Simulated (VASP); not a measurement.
Consider the following.

```xyz
5
Lattice="5.7308 0.0000 0.0000 0.0000 5.7308 0.0000 0.0000 0.0000 5.7308" Properties=species:S:1:pos:R:3 pbc="T T T"
Cs     0.0000     0.0000     0.0000
Pb     2.8654     2.8654     2.8654
Cl     2.8654     0.0000     2.8654
Cl     0.0000     2.8654     2.8654
Cl     2.8654     2.8654     0.0000
```

Computed with PBE GGA, VASP's PBE PAW potentials (set 64) (plane waves; VASP 6.6.1). Run with 400 eV cut-off, 4×4×4 Γ-centred mesh, Gaussian smearing of 0.010 eV, potentials Cs_sv Pb_d Cl.

The dielectric response may not be converged in the k-mesh; for small gaps it tends to come out too large.

The job: CsPbCl$_{3}$ (cubic perovskite), 5 atoms, PBE, DFPT for ε, Born charges and Γ modes, 400 eV, 4×4×4 Γ-centred mesh. Roughly how much core time does it take on a busy server core?

About 9 core-minutes (one run on a shared machine, a rough figure). It had 10 irreducible k-points, 26 bands, up to 3450 plane waves and 249 electronic steps.

The compound is CsPbCl3 in the cubic perovskite structure, the ideal cubic form; the compound distorts at low or room temperature. It was relaxed first, which changed the volume by +7 %.
